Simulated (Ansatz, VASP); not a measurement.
**Bi4C in VASP and in Ansatz**

File INCAR:

```
SYSTEM = Bi4C
PREC = Accurate
ENCUT = 600
EDIFF = 1E-6
ISMEAR = 0
SIGMA = 0.1
LREAL = .False.
LASPH = .True.
NELM = 80
ALGO = Normal
ISIF = 3
LWAVE = .False.
LCHARG = .False.
GGA = PE
IBRION = 2
NSW = 100
EDIFFG = -0.01
```

File KPOINTS:

```
Automatic mesh
0
Gamma
  8 8 8
  0 0 0
```

POSCAR

```
Bi4C
1.0
   -3.2786663711      3.2786663711      3.2786663711
    3.2786663711     -3.2786663711      3.2786663711
    3.2786663711      3.2786663711     -3.2786663711
Bi C
4 1
Direct
    0.0000000000      0.0000000000      0.5000000000
    0.5000000000      0.0000000000      0.0000000000
    0.5000000000      0.5000000000      0.5000000000
    0.0000000000      0.5000000000      0.0000000000
    0.0000000000      0.0000000000      0.0000000000
```

Input for Ansatz:

```yaml
crystal:
  lattice:
    - [-3.2786663711, 3.2786663711, 3.2786663711]
    - [3.2786663711, -3.2786663711, 3.2786663711]
    - [3.2786663711, 3.2786663711, -3.2786663711]
  atoms:
    - { symbol: Bi, position: [0.0, 0.0, 0.5] }
    - { symbol: Bi, position: [0.5, 0.0, 0.0] }
    - { symbol: Bi, position: [0.5, 0.5, 0.5] }
    - { symbol: Bi, position: [0.0, 0.5, 0.0] }
    - { symbol: C, position: [0.0, 0.0, 0.0] }
basis:
  ecutwfc: 420
kpoints:
  mp_grid: { grid: [8, 8, 8] }
hamiltonian:
  xc: pbe
scf:
  occupations: { method: gaussian, width: 0.1 }
output:
  forces: true
  stress: true
  eigenvalues: true
  write_density: true
  write_potential: true
  elf: true
  volumetric_format: npy
relax:
  adjacent_minimum: "off"
  f_tol: 0.01
  max_steps: 80
  cell: { stress_tol: 0.05 }
```

Change from the starting cell: species swapped into the NiHg4 type (Im-3m, No. 229).

Alike in both runs: task relaxation of cell and atoms; functional PBE; k mesh 8 × 8 × 8; occupations gaussian, width 0.1 eV; no spin polarisation.

```csv
,VASP,Ansatz
version,VASP 6.6.1,Ansatz 0.2.0
potentials or method,"VASP PAW PBE potentials, release 64 (Bi_d, C)","scalar-relativistic, plane waves, PAW"
plane-wave cutoff (eV),600,420
valence electrons in the cell,64,64
```

|  | VASP | Ansatz | Ansatz less VASP |
| --- | --- | --- | --- |
| gap on the k mesh at the Fermi level, each at its own relaxed structure (eV) | none | none | - |
| relaxed volume (Å³/atom) | 28.20 | 28.20 | 0.000 |
| relaxed cell length with the largest relative difference (Å) | 5.679 | 5.679 | 0.0000 |

A gap of «none» marks a metal or a gap that the smearing closes.

Caveats: the relaxation stopped at its first step, so nothing moved; spin-orbit coupling is left out, which moves the levels of the heavy elements.
